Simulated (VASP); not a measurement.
Calculation: r2SCAN meta-GGA, VASP's PBE PAW potentials (set 64) (plane waves; VASP 6.6.1).

VASP input:

POSCAR:
```
Ta
2.8623340
 -0.5773502518   0.5773502518   0.5773502518
  0.5773502518  -0.5773502518   0.5773502518
  0.5773502518   0.5773502518  -0.5773502518
Ta
1
Cart
  0.0000000000   0.0000000000   0.0000000000
```

KPOINTS_OPT:
```
k-points along high-symmetry lines
10
Line-mode
Reciprocal
  0.000000   0.000000   0.000000 ! GAMMA
  0.500000  -0.500000   0.500000 ! H

  0.500000  -0.500000   0.500000 ! H
  0.000000  -0.000000   0.500000 ! N

  0.000000  -0.000000   0.500000 ! N
  0.000000   0.000000   0.000000 ! GAMMA

  0.000000   0.000000   0.000000 ! GAMMA
  0.250000   0.250000   0.250000 ! P

  0.250000   0.250000   0.250000 ! P
  0.500000  -0.500000   0.500000 ! H

  0.250000   0.250000   0.250000 ! P
  0.000000  -0.000000   0.500000 ! N
```

### INCAR
```
ALGO  =  Normal
EDIFF  =  1E-7
ENCUT  =  400
ISIF  =  2
ISMEAR  =  -5
LASPH  =  .TRUE.
LCHARG  =  .FALSE.
LMAXMIX  =  6
LMIXTAU  =  .TRUE.
LORBIT  =  11
LREAL  =  .FALSE.
LWAVE  =  .FALSE.
METAGGA  =  R2SCAN
NEDOS  =  601
NELM  =  100
PREC  =  Accurate
SYSTEM  =  Ta
```

### KPOINTS
```
K-points
0
G
17 17 17
```

POTCAR, in this order: Ta_pv (PBE.64 set). Program: vasp_std.

The resulting files:

**OUTCAR**
```
 ion  position               nearest neighbor table
   1  0.000  0.000  0.000-
  LATTYP: Found a body centered cubic cell.
 ALAT       =     3.3051385110
 Subroutine PRICEL returns:
 Original cell was already a primitive cell.
 Subroutine GETGRP returns: Found 48 space group operations
The static configuration has the point symmetry O_h .
The dynamic configuration has the point symmetry O_h .
 Subroutine INISYM returns: Found 48 space group operations
 Subroutine IBZKPT returns following result:
 Found    165 irreducible k-points:

 Following reciprocal coordinates:
            Coordinates               Weight
  0.000000  0.000000  0.000000      1.000000
  0.058824  0.000000  0.000000     12.000000
  0.117647  0.000000  0.000000     12.000000
  0.176471  0.000000  0.000000     12.000000
  0.235294  0.000000  0.000000     12.000000
  0.294118  0.000000  0.000000     12.000000
  0.352941  0.000000  0.000000     12.000000
  0.411765  0.000000  0.000000     12.000000
  0.470588  0.000000  0.000000     12.000000
  0.058824  0.058824  0.000000     24.000000
  0.117647  0.058824  0.000000     48.000000
  0.176471  0.058824  0.000000     48.000000
  0.235294  0.058824  0.000000     48.000000
  0.294118  0.058824  0.000000     48.000000
  0.352941  0.058824 -0.000000     48.000000
  0.411765  0.058824 -0.000000     48.000000
  0.470588  0.058824  0.000000     24.000000
  0.117647  0.117647  0.000000     24.000000
  0.176471  0.117647  0.000000     48.000000
  0.235294  0.117647  0.000000     48.000000
  0.294118  0.117647 -0.000000     48.000000
  0.352941  0.117647 -0.000000     48.000000
  0.411765  0.117647  0.000000     48.000000
  0.176471  0.176471  0.000000     24.000000
  0.235294  0.176471  0.000000     48.000000
  0.294118  0.176471 -0.000000     48.000000
  0.352941  0.176471  0.000000     48.000000
  0.411765  0.176471  0.000000     24.000000
  0.235294  0.235294  0.000000     24.000000
  0.294118  0.235294  0.000000     48.000000
  0.352941  0.235294  0.000000     48.000000
  0.294118  0.294118  0.000000     24.000000
  0.352941  0.294118  0.000000     24.000000
  0.058824  0.058824  0.058824      8.000000
  0.117647  0.058824  0.058824     24.000000
  0.176471  0.058824  0.058824     24.000000
  0.235294  0.058824  0.058824     24.000000
  0.294118  0.058824  0.058824     24.000000
  0.352941  0.058824  0.058824     24.000000
  0.411765  0.058824  0.058824     24.000000
   k-points           NKPTS =    165   k-points in BZ     NKDIM =    165   number of bands    NBANDS=      9
   number of dos      NEDOS =    601   number of ions     NIONS =      1
   total plane-waves  NPLWV =   8000
   dimension x,y,z NGX =    20 NGY =   20 NGZ =   20
   dimension x,y,z NGXF=    40 NGYF=   40 NGZF=   40
   ions per type =               1
   PREC   = accura    normal or accurate (medium, high low for compatibility)
   ISTART =      0    job   : 0-new  1-cont  2-samecut
   ICHARG =      2    charge: 1-file 2-atom 10-const
   ISPIN  =      1    spin polarized calculation?
   LNONCOLLINEAR =      F non collinear calculations
   LSORBIT =      F    spin-orbit coupling
   INIWAV =      1    electr: 0-lowe 1-rand  2-diag
   ENCUT  =  400.0 eV  29.40 Ry    5.42 a.u.   4.67  4.67  4.67*2*pi/ulx,y,z
   NELM   =    100;   NELMIN=  2; NELMDL= -5     # of ELM steps
   EDIFF  = 0.1E-06   stopping-criterion for ELM
   LREAL  =      F    real-space projection
   NLSPLINE    = F    spline interpolate recip. space projectors
   LMAXMIX     =    6 max onsite mixed and CHGCAR
   VOSKOWN=      0    Vosko Wilk Nusair interpolation
...
```

File OSZICAR:
```
       N       E                     dE             d eps       ncg     rms          rms(c)
DAV:   1    -0.905783741592E+00   -0.90578E+00   -0.59570E+03  2994   0.993E+02
DAV:   2    -0.513224717598E+02   -0.50417E+02   -0.49684E+02  3860   0.226E+02
DAV:   3    -0.518971016158E+02   -0.57463E+00   -0.55578E+00  3459   0.248E+01
DAV:   4    -0.519019063744E+02   -0.48048E-02   -0.47684E-02  3569   0.168E+00
DAV:   5    -0.519019484943E+02   -0.42120E-04   -0.41844E-04  3456   0.122E-01    0.143E+01
DAV:   6    -0.481056470046E+02    0.37963E+01   -0.13990E+00  3066   0.165E+01    0.564E+00
DAV:   7    -0.486632668478E+02   -0.55762E+00   -0.23596E-01  2998   0.603E+00    0.178E+00
DAV:   8    -0.482456873581E+02    0.41758E+00   -0.34135E-01  2990   0.710E+00    0.744E-01
DAV:   9    -0.485472493708E+02   -0.30156E+00   -0.47190E-02  3054   0.203E+00    0.396E-01
DAV:  10    -0.485729199481E+02   -0.25671E-01   -0.45295E-03  3018   0.757E-01    0.354E-01
DAV:  11    -0.485795392650E+02   -0.66193E-02   -0.70237E-03  3036   0.990E-01    0.112E-01
DAV:  12    -0.485804921684E+02   -0.95290E-03   -0.90215E-04  3004   0.366E-01    0.382E-02
DAV:  13    -0.485805013250E+02   -0.91566E-05   -0.23350E-05  3537   0.579E-02    0.342E-02
DAV:  14    -0.485804932958E+02    0.80292E-05   -0.38391E-06  3252   0.266E-02    0.255E-02
DAV:  15    -0.485804987464E+02   -0.54506E-05   -0.18437E-05  3121   0.568E-02    0.669E-03
DAV:  16    -0.485804984705E+02    0.27587E-06   -0.24035E-06  3086   0.183E-02    0.203E-03
DAV:  17    -0.485804994310E+02   -0.96050E-06   -0.22372E-07  2972   0.627E-03    0.820E-04
DAV:  18    -0.485804995470E+02   -0.11595E-06   -0.16892E-08  1507   0.163E-03    0.428E-04
DAV:  19    -0.485804995912E+02   -0.44263E-07   -0.15103E-08  1499   0.174E-03
   1 F= -.48580500E+02 E0= -.48580500E+02  d E =0.000000E+00
       N       E                     dE             ncg
```

**OUTCAR**
```
------------------------ aborting loop because EDIFF is reached ----------------------------------------
  FORCE on cell =-STRESS in cart. coord.  units (eV):
  Direction    XX          YY          ZZ          XY          YZ          ZX
  --------------------------------------------------------------------------------------
  Total        0.0811873      0.0811873      0.0811873     -0.0000000      0.0000000     -0.0000000
  in kB        7.2054252      7.2054252      7.2054252     -0.0000000      0.0000000     -0.0000000
  external PRESSURE =       7.2054252 kB  Pullay stress =       0.0000000 kB
  volume of cell :       18.05
      direct lattice vectors                 reciprocal lattice vectors
    -1.652569256  1.652569256  1.652569256     0.000000000  0.302559181  0.302559181
     1.652569256 -1.652569256  1.652569256     0.302559181  0.000000000  0.302559181
     1.652569256  1.652569256 -1.652569256     0.302559181  0.302559181  0.000000000
 POSITION                                       TOTAL-FORCE (eV/Angst)
 -----------------------------------------------------------------------------------
      0.00000      0.00000      0.00000         0.000000      0.000000     -0.000000
 -----------------------------------------------------------------------------------
    total drift:                                0.000000     -0.000000      0.000000
  FREE ENERGIE OF THE ION-ELECTRON SYSTEM (eV)
  ---------------------------------------------------
  free  energy   TOTEN  =       -48.5804995912 eV

  energy  without entropy=      -48.5804995912  energy(sigma->0) =      -48.58049959

 total charge

# of ion       s       p       d       tot
------------------------------------------
    1        0.382   6.183   2.375   8.940
```
(Selected blocks of OUTCAR.)

For a metal the tetrahedron method with Blöchl corrections gives inexact stress and forces.

The compound is Ta in the bcc structure. It was relaxed first.
